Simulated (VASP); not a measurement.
## Ti2BN: relaxation of cell and atoms with PBE

Ti2BN:

```
Ti B N
1.0
    -2.02879    2.02879    2.82915
     2.02879   -2.02879    2.82915
     2.02879    2.02879   -2.82915
Ti B N
2 1 1
Direct
  0.50000 0.00000 0.50000
  0.00000 0.50000 0.50000
  0.50000 0.50000 0.00000
  0.00000 0.00000 0.00000
```

The cell was built by a generator and needn't be a form met in nature.

```
Program                : VASP 6.6.1
Task                   : relaxation of cell and atoms
Functional             : PBE
Potentials or basis    : VASP PAW PBE potentials, release 64 (Ti_sv, B, N)
Cutoff                 : 520 eV
k mesh                 : 5 × 5 × 5
Occupations            : gaussian, width 0.15 eV
Spin                   : no spin polarisation
Further INCAR settings : PREC = Normal; ALGO = Fast; EDIFF = 0.0001; IBRION = 2; EDIFFG = -0.08; NSW = 24; ISIF = 3
```

```
Relaxed volume                         : 15.18 Å³/atom
Relaxed cell                           : a = 4.578 Å, b = 4.578 Å, c = 4.578 Å, α = 125.93°, β = 125.93°, γ = 80.00°
Space group after relaxing (to 0.05 Å) : I4/mmm (No. 139)
Energy gained by relaxing              : 162.1 meV/atom
Ionic steps                            : 11
Pressure after relaxing                : -0.5 GPa
Band gap on the k mesh                 : none (metal or under the smearing width)
```

Stress tensor (GPa, compression positive):
```
-0.58  0.00  0.00
 0.00 -0.58  0.00
 0.00  0.00 -0.38
```

Step by step:
| step | energy change (eV) | largest force (eV/Å) | pressure (GPa) | volume (Å³) |
| --- | --- | --- | --- | --- |
| 1 | 0.0000 | 0.0000 | 24.90 | 46.58 |
| 2 | 0.2956 | 0.0000 | -18.37 | 59.78 |
| 3 | -0.4236 | 0.0000 | 0.93 | 51.69 |
| 4 | -0.4239 | 0.0000 | 0.79 | 51.80 |
| 5 | -0.4391 | 0.0000 | 0.86 | 52.31 |
| 6 | -0.4800 | 0.0000 | 1.33 | 53.83 |
| 7 | -0.5789 | 0.0000 | 0.43 | 56.78 |
| 8 | -0.6080 | 0.0000 | 3.09 | 62.31 |
| 9 | -0.6450 | 0.0000 | 1.51 | 59.88 |
| 10 | -0.5936 | 0.0000 | -5.92 | 64.15 |
| 11 | -0.6485 | 0.0000 | -0.51 | 60.73 |

Final structure:
```yaml
crystal:
  lattice:
    - [-2.08073, 2.08073, 3.50657]
    - [2.08073, -2.08073, 3.50657]
    - [2.08073, 2.08073, -3.50657]
  atoms:
    - { symbol: Ti, position: [0.50000, 0.00000, 0.50000] }
    - { symbol: Ti, position: [0.00000, 0.50000, 0.50000] }
    - { symbol: B, position: [0.50000, 0.50000, 0.00000] }
    - { symbol: N, position: [0.00000, 0.00000, 0.00000] }
```

Levels at points of the mesh, in eV from the Fermi level:
```
           k point  band 12  band 13  band 14  band 15  band 16  band 17  band 18  band 19  band 20
(0.00, 0.00, 0.00)    -1.82    -1.35    -1.17    -0.55    -0.07    -0.07     1.72     2.58     2.58
```

Wall time 2.8 min on 1 thread of Intel(R) Xeon(R) Platinum 8559C (Emerald Rapids), with other jobs on the host, peak memory 0.15 GiB.

Caveat: the k mesh is coarse (spacing up to 0.44 Å⁻¹), so the values aren't converged; the volume moved by over 15 % at a fixed basis, so the end points are rough; the relaxation stopped at a loose force limit of 0.08 eV/Å, so its end isn't a converged minimum.
